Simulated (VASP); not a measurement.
Computed with optB88-vdW, VASP's PBE PAW potentials (set 64) (plane waves; VASP).

A VASP calculation is set up with these files.

**POSCAR**
```
PtS2
1
    1.7997981966    -3.1173419939     0.0000000000
    1.7997981966     3.1173419939     0.0000000000
    0.0000000000     0.0000000000     5.0526841737
Pt S
1 2
Direct
  0.0000000000   0.0000000000   0.0000000000
  0.3333330000   0.6666670000   0.2440870310
  0.6666670000   0.3333330000   0.7559129690
```

### INCAR
```
AGGAC=0.0
ALGO=Normal
EDIFF=1E-7
ENCUT=520
GGA=BO
ICHARG=11
ISMEAR=0
LASPH=T
LCHARG=F
LMAXMIX=6
LORBIT=11
LREAL=F
LUSE_VDW=T
LWAVE=F
NELM=100
PARAM1=0.1833333333
PARAM2=0.22
PREC=Accurate
SIGMA=0.05
SYSTEM=PtS2
```

### KPOINTS
```
k-points along high-symmetry lines
10
Line-mode
Reciprocal
  0.000000   0.000000   0.000000 ! GAMMA
  0.500000  -0.000000   0.000000 ! M

  0.500000  -0.000000   0.000000 ! M
  0.333333   0.333333   0.000000 ! K

  0.333333   0.333333   0.000000 ! K
  0.000000   0.000000   0.000000 ! GAMMA

  0.000000   0.000000   0.000000 ! GAMMA
  0.000000   0.000000   0.500000 ! A

  0.000000   0.000000   0.500000 ! A
  0.500000  -0.000000   0.500000 ! L

  0.500000  -0.000000   0.500000 ! L
  0.333333   0.333333   0.500000 ! H

  0.333333   0.333333   0.500000 ! H
  0.000000   0.000000   0.500000 ! A

  0.500000  -0.000000   0.500000 ! L
  0.500000  -0.000000   0.000000 ! M

  0.333333   0.333333   0.500000 ! H
  0.333333   0.333333   0.000000 ! K
```

POTCAR, in this order: Pt S (PBE.64 set). Program: vasp_std. Read from the step before: CHGCAR.

The run wrote:

OSZICAR:
```
       N       E                     dE             d eps       ncg     rms          rms(c)
DAV:   1     0.124968536547E+03    0.12497E+03   -0.10639E+04  2700   0.130E+03
DAV:   2    -0.468643669457E+01   -0.12965E+03   -0.12700E+03  3491   0.250E+02
DAV:   3    -0.966472398672E+01   -0.49783E+01   -0.49445E+01  3372   0.518E+01
DAV:   4    -0.972237240964E+01   -0.57648E-01   -0.57636E-01  3464   0.617E+00
DAV:   5    -0.972355364519E+01   -0.11812E-02   -0.11812E-02  3590   0.822E-01
DAV:   6    -0.972358863495E+01   -0.34990E-04   -0.34990E-04  3694   0.137E-01
DAV:   7    -0.972358970242E+01   -0.10675E-05   -0.10674E-05  3548   0.218E-02
DAV:   8    -0.972358974725E+01   -0.44831E-07   -0.44879E-07  3491   0.416E-03
   1 F= -.97235897E+01 E0= -.97235897E+01  d E =-.676176E-17
```

OUTCAR:
```
 val. band max:        6.2436386697   @ k =   0.0000   0.0000   0.0000

 cond. band min:       6.8234035652   @ k =   0.1481   0.1481   0.5000



 k-point     1 :       0.0000    0.0000    0.0000
  band No.  band energies     occupation
      1      -8.7526      2.00000
      2      -6.0305      2.00000
      3      -0.4509      2.00000
      4      -0.0691      2.00000
      5      -0.0691      2.00000
      6       2.5745      2.00000
      7       2.5745      2.00000
      8       4.2007      2.00000
      9       5.1098      2.00000
     10       5.1098      2.00000
     11       6.2436      2.00000
     12       8.0463      0.00000
     13       8.0463      0.00000
     14      10.8685      0.00000
     15      11.2508      0.00000

 k-point     2 :       0.0556    0.0000    0.0000
  band No.  band energies     occupation
      1      -8.7158      2.00000
      2      -6.0482      2.00000
      3      -0.4101      2.00000
      4      -0.0452      2.00000
      5      -0.0415      2.00000
      6       2.5214      2.00000
      7       2.5434      2.00000
      8       4.1042      2.00000
      9       5.0640      2.00000
     10       5.1113      2.00000
     11       6.2188      2.00000
     12       7.9359      0.00000
     13       8.0299      0.00000
     14      11.0910      0.00000
     15      11.4137      0.00000

 k-point     3 :       0.1111    0.0000    0.0000
  band No.  band energies     occupation
      1      -8.6071      2.00000
      2      -6.0990      2.00000
      3      -0.2916      2.00000
      4       0.0239      2.00000
      5       0.0420      2.00000
      6       2.3480      2.00000
      7       2.4633      2.00000
      8       3.8466      2.00000
      9       4.9661      2.00000
     10       5.0960      2.00000
     11       6.1019      2.00000
     12       7.7448      0.00000
     13       8.0013      0.00000
     14      11.5976      0.00000
     15      11.8376      0.00000

...
```

The density is held fixed in this step, so its total energy and stress have no physical meaning. Unless said otherwise, spin-orbit coupling is left out, though it shifts the bands of the heavy elements here.

The compound is PtS2 in the 1T layered structure. It was relaxed first.
